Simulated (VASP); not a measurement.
Computed with vdW-DF2, VASP's PBE PAW potentials (set 64) (plane waves; VASP).

VASP ran on this input.

POSCAR:
```
P
1
    1.6978845536    -5.6382034905     0.0000000000
    1.6978845536     5.6382034905     0.0000000000
    0.0000000000     0.0000000000     4.7315757130
P
4
Direct
  0.0956069611   0.9043930389   0.9098480779
  0.4043930389   0.5956069611   0.4098480779
  0.5956069611   0.4043930389   0.5901519221
  0.9043930389   0.0956069611   0.0901519221
```

**INCAR**
```
# general
SYSTEM   = P
PREC     = Accurate
ENCUT    = 520
LREAL    = .FALSE.
LASPH    = .TRUE.
ICHARG   = 11

# electronic loop
EDIFF    = 1E-7
NELM     = 100
ALGO     = Normal

# smearing
ISMEAR   = 0
SIGMA    = 0.05

# functional
GGA      = ML
LUSE_VDW = .TRUE.
AGGAC    = 0.0
ZAB_VDW  = -1.8867

# output
LWAVE    = .FALSE.
LCHARG   = .FALSE.
LORBIT   = 11
```

File KPOINTS:
```
k-points along high-symmetry lines
8
Line-mode
Reciprocal
  0.000000   0.000000   0.000000 ! GAMMA
 -0.500000   0.500000   0.000000 ! Y

 -0.500000   0.500000   0.000000 ! Y
 -0.274939   0.725061   0.000000 ! C_0

  0.274939   0.274939   0.000000 ! SIGMA_0
  0.000000   0.000000   0.000000 ! GAMMA

  0.000000   0.000000   0.000000 ! GAMMA
  0.000000   0.000000   0.500000 ! Z

  0.000000   0.000000   0.500000 ! Z
  0.274939   0.274939   0.500000 ! A_0

 -0.274939   0.725061   0.500000 ! E_0
 -0.500000   0.500000   0.500000 ! T

 -0.500000   0.500000   0.500000 ! T
 -0.500000   0.500000   0.000000 ! Y

  0.000000   0.000000   0.000000 ! GAMMA
  0.000000   0.500000   0.000000 ! S

  0.000000   0.500000   0.000000 ! S
  0.000000   0.500000   0.500000 ! R

  0.000000   0.500000   0.500000 ! R
  0.000000   0.000000   0.500000 ! Z

  0.000000   0.000000   0.500000 ! Z
 -0.500000   0.500000   0.500000 ! T
```

POTCAR, in this order: P (PBE.64 set). Program: vasp_std. Read from the step before: CHGCAR.

Output

**OUTCAR**
```
 ion  position               nearest neighbor table
   1  0.096  0.904  0.910-   3 2.27   3 2.27   4 2.32
   2  0.404  0.596  0.410-   4 2.27   4 2.27   3 2.32
   3  0.596  0.404  0.590-   1 2.27   1 2.27   2 2.32
   4  0.904  0.096  0.090-   2 2.27   2 2.27   1 2.32
  LATTYP: Found a base centered orthorhombic cell.
 ALAT       =     3.3957691072
 B/A-ratio  =     3.3207225300
 C/A-ratio  =     1.3933738024
 Subroutine PRICEL returns:
 Original cell was already a primitive cell.
 Subroutine GETGRP returns: Found  8 space group operations
The static configuration has the point symmetry C_2h.
 The point group associated with its full space group is D_2h.
The dynamic configuration has the point symmetry C_2h.
 Subroutine INISYM returns: Found  8 space group operations
   k-points           NKPTS =     88   k-points in BZ     NKDIM =     88   number of bands    NBANDS=     14
   number of dos      NEDOS =    301   number of ions     NIONS =      4
   total plane-waves  NPLWV =  82944
   dimension x,y,z NGX =    48 NGY =   48 NGZ =   36
   dimension x,y,z NGXF=    96 NGYF=   96 NGZF=   72
   ions per type =               4
   PREC   = accura    normal or accurate (medium, high low for compatibility)
   ISTART =      0    job   : 0-new  1-cont  2-samecut
   ICHARG =     11    charge: 1-file 2-atom 10-const
   ISPIN  =      1    spin polarized calculation?
   LNONCOLLINEAR =      F non collinear calculations
   LSORBIT =      F    spin-orbit coupling
   INIWAV =      1    electr: 0-lowe 1-rand  2-diag
   ENCUT  =  520.0 eV  38.22 Ry    6.18 a.u.  10.95 10.95  8.80*2*pi/ulx,y,z
   NELM   =    100;   NELMIN=  2; NELMDL= -5     # of ELM steps
   EDIFF  = 0.1E-06   stopping-criterion for ELM
   LREAL  =      F    real-space projection
   NLSPLINE    = F    spline interpolate recip. space projectors
   LMAXMIX     =    2 max onsite mixed and CHGCAR
   VOSKOWN=      0    Vosko Wilk Nusair interpolation
   EDIFFG = 0.1E-05   stopping-criterion for IOM
   NSW    =      0    number of steps for IOM
   NBLOCK =      1;   KBLOCK =      1    inner block; outer block
   IBRION =     -1    ionic relax: 0-MD 1-quasi-New 2-CG
   NFREE  =      0    steps in history (QN), initial steepest desc. (CG)
   ISIF   =      2    stress and relaxation
   ISYM   =      2    0-nonsym 1-usesym 2-fastsym
   TEIN   =    0.0    initial temperature
   TEBEG  =    0.0;   TEEND  =   0.0 temperature during run
   SMASS  =  -3.00    Nose mass-parameter (am)
   PSTRESS=    0.0 pullay stress
   NELECT =      20.0000    total number of electrons
   EFERMI =   0.00;   METHOD = LEGACY
   ISMEAR =     0;   SIGMA  =   0.05  broadening in eV -4-tet -1-fermi 0-gaus
   IALGO  =     38    algorithm
   LDIAG  =      T    sub-space diagonalisation (order eigenvalues)
   IMIX   =      4    mixing-type and parameters
     AMIX     =   0.40;   BMIX     =  1.00
     AMIX_MAG =   1.60;   BMIX_MAG =  1.00
     AMIN     =   0.10
   GGA     = ML    functional components
   VOSKOWN =     0    Vosko Wilk Nusair interpolation
   LHFCALC =     F    Hartree Fock is set to
   LHFONE  =     F    Hartree Fock one center treatment
   AEXX    =    0.0000 exact exchange contribution
   LUSE_VDW   =     T    switch on vdW DFT
   IVDW    =     0    specifies the selected vdW correction
   LEPSILON=     F    determine dielectric tensor
   LRPA    =     F    only Hartree local field effects (RPA)
  energy-cutoff  :      520.00
  volume of cell :       90.59
      direct lattice vectors                 reciprocal lattice vectors
     1.697884554 -5.638203490  0.000000000     0.294484097 -0.088680730  0.000000000
     1.697884554  5.638203490  0.000000000     0.294484097  0.088680730  0.000000000
     0.000000000  0.000000000  4.731575713     0.000000000  0.000000000  0.211346084
 k-point     1 :   0.0000 0.0000 0.0000  plane waves:    2419
 k-point     2 :  -0.0714 0.0714 0.0000  plane waves:    2421
 k-point     3 :  -0.1429 0.1429 0.0000  plane waves:    2429
 k-point     4 :  -0.2143 0.2143 0.0000  plane waves:    2447
...
```

OSZICAR:
```
       N       E                     dE             d eps       ncg     rms          rms(c)
DAV:   1     0.771241554383E+02    0.77124E+02   -0.81464E+03  2464   0.118E+03
DAV:   2    -0.763954579453E+01   -0.84764E+02   -0.81871E+02  3230   0.173E+02
DAV:   3    -0.123819019064E+02   -0.47424E+01   -0.47113E+01  3358   0.451E+01
DAV:   4    -0.124607868702E+02   -0.78885E-01   -0.78796E-01  3262   0.661E+00
DAV:   5    -0.124625153377E+02   -0.17285E-02   -0.17280E-02  3396   0.907E-01
DAV:   6    -0.124625799457E+02   -0.64608E-04   -0.64605E-04  3434   0.159E-01
DAV:   7    -0.124625814747E+02   -0.15290E-05   -0.15289E-05  3380   0.216E-02
DAV:   8    -0.124625815408E+02   -0.66052E-07   -0.66074E-07  2824   0.389E-03
   1 F= -.12462582E+02 E0= -.12462582E+02  d E =-.137666E-10
```

**OUTCAR**
```
 val. band max:        4.6192786487   @ k =  -0.5000   0.5000   0.0000

 cond. band min:       5.0864441869   @ k =  -0.5000   0.5000   0.0000



 k-point     1 :       0.0000    0.0000    0.0000
  band No.  band energies     occupation
      1     -10.1943      2.00000
      2      -7.8080      2.00000
      3      -4.8610      2.00000
      4      -1.2804      2.00000
      5      -0.6044      2.00000
      6       0.5194      2.00000
      7       1.0265      2.00000
      8       2.2510      2.00000
      9       2.3007      2.00000
     10       3.6170      2.00000
     11       5.4949      0.00000
     12       6.1286      0.00000
     13       6.6416      0.00000
     14       7.3795      0.00000

 k-point     2 :      -0.0714    0.0714    0.0000
  band No.  band energies     occupation
      1     -10.1892      2.00000
      2      -7.8200      2.00000
      3      -4.8577      2.00000
      4      -1.2620      2.00000
      5      -0.6265      2.00000
      6       0.5016      2.00000
      7       1.0220      2.00000
      8       2.2769      2.00000
      9       2.3074      2.00000
     10       3.6633      2.00000
     11       5.5131      0.00000
     12       6.1174      0.00000
     13       6.6495      0.00000
     14       7.3742      0.00000

 k-point     3 :      -0.1429    0.1429    0.0000
  band No.  band energies     occupation
      1     -10.1746      2.00000
      2      -7.8536      2.00000
      3      -4.8481      2.00000
      4      -1.2083      2.00000
      5      -0.6868      2.00000
      6       0.4451      2.00000
      7       1.0098      2.00000
      8       2.3258      2.00000
      9       2.3612      2.00000
     10       3.7940      2.00000
     11       5.5512      0.00000
     12       6.0882      0.00000
     13       6.6689      0.00000
     14       7.3595      0.00000

 k-point     4 :      -0.2143    0.2143    0.0000
  band No.  band energies     occupation
      1     -10.1531      2.00000
...
```

The density is held fixed in this step, so its total energy and stress have no physical meaning.

The compound is P in the black structure. It was relaxed first, which changed the volume by +19 %.
